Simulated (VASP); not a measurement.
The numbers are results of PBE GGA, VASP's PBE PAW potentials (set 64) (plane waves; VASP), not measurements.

VASP input:

**INCAR**
```
ALGO  =  Normal
EDIFF  =  1E-8
ENCUT  =  400
GGA  =  PE
ISIF  =  2
ISMEAR  =  1
LASPH  =  .TRUE.
LCHARG  =  .FALSE.
LMAXMIX  =  6
LREAL  =  .FALSE.
LWAVE  =  .FALSE.
NELM  =  100
PREC  =  Accurate
SIGMA  =  0.1
SYSTEM  =  Er
```

KPOINTS:
```
kpoints
0
gamma
10 10 6
0 0 0
```

### POSCAR
```
Er
1
    1.8156000000    -3.1447110000     0.0000000000
    1.8156000000     3.1447110000     0.0000000000
    0.0000000000     0.0000000000     5.7018000000
Er
2
Direct
  0.3333330000   0.6666670000   0.2500000000
  0.6666670000   0.3333330000   0.7500000000
```

POTCAR, in this order: Er_3 (PBE.64 set). Program: vasp_std.

Output of the run:

OSZICAR:
```
       N       E                     dE             d eps       ncg     rms          rms(c)
DAV:   1     0.418702932519E+02    0.41870E+02   -0.77370E+03  2455   0.115E+03
DAV:   2    -0.649077049651E+01   -0.48361E+02   -0.47185E+02  2424   0.494E+02
DAV:   3    -0.888242766092E+01   -0.23917E+01   -0.22306E+01  2624   0.581E+01
DAV:   4    -0.897510802828E+01   -0.92680E-01   -0.83784E-01  2641   0.101E+01
DAV:   5    -0.897957376759E+01   -0.44657E-02   -0.44473E-02  2601   0.173E+00    0.233E+01
DAV:   6    -0.896804930926E+01    0.11524E-01   -0.35171E-02  2464   0.341E+00    0.139E+01
DAV:   7    -0.897404968295E+01   -0.60004E-02   -0.62789E-02  2404   0.451E+00    0.353E-01
DAV:   8    -0.897378561234E+01    0.26407E-03   -0.42618E-03  2383   0.101E+00    0.773E-02
DAV:   9    -0.897379952674E+01   -0.13914E-04   -0.21358E-04  2547   0.201E-01    0.336E-02
DAV:  10    -0.897379278778E+01    0.67390E-05   -0.30600E-05  2464   0.694E-02    0.464E-02
DAV:  11    -0.897379377658E+01   -0.98881E-06   -0.28494E-06  2448   0.210E-02    0.429E-03
DAV:  12    -0.897379407759E+01   -0.30101E-06   -0.35633E-07  2576   0.726E-03    0.240E-03
DAV:  13    -0.897379401982E+01    0.57775E-07   -0.11339E-08  1463   0.199E-03    0.462E-04
DAV:  14    -0.897379401551E+01    0.43112E-08   -0.25364E-09  1358   0.138E-03
   1 F= -.89737940E+01 E0= -.89750012E+01  d E =0.362169E-02
```

OUTCAR:
```
------------------------ aborting loop because EDIFF is reached ----------------------------------------
  FORCE on cell =-STRESS in cart. coord.  units (eV):
  Direction    XX          YY          ZZ          XY          YZ          ZX
  --------------------------------------------------------------------------------------
  Total       -0.7840252     -0.7840250     -1.2212895     -0.0000000      0.0000000     -0.0000000
  in kB      -19.2929087    -19.2929032    -30.0528949     -0.0000000      0.0000000     -0.0000000
  external PRESSURE =     -22.8795689 kB  Pullay stress =       0.0000000 kB
  volume of cell :       65.11
      direct lattice vectors                 reciprocal lattice vectors
     1.815600000 -3.144711000  0.000000000     0.275391055 -0.158997122  0.000000000
     1.815600000  3.144711000  0.000000000     0.275391055  0.158997122  0.000000000
     0.000000000  0.000000000  5.701800000     0.000000000  0.000000000  0.175383212
 POSITION                                       TOTAL-FORCE (eV/Angst)
 -----------------------------------------------------------------------------------
      1.81560      1.04824      1.42545         0.000000     -0.000000      0.000000
      1.81560     -1.04824      4.27635        -0.000000      0.000000      0.000000
 -----------------------------------------------------------------------------------
    total drift:                                0.000003      0.000092     -0.000012
  FREE ENERGIE OF THE ION-ELECTRON SYSTEM (eV)
  ---------------------------------------------------
  free  energy   TOTEN  =        -8.9737940155 eV

  energy  without entropy=       -8.9774157101  energy(sigma->0) =       -8.97500125
```
(Selected blocks of OUTCAR.)

The 4f electrons are frozen in the core of the lanthanide potential, so 4f levels, which can set the real gap, and their magnetism are missing.

The compound is Er in the hcp structure. The cell was not relaxed at this level. The run is one of a series of settings (EDIFF = 1E-8 against the base run), some of them coarse on purpose.
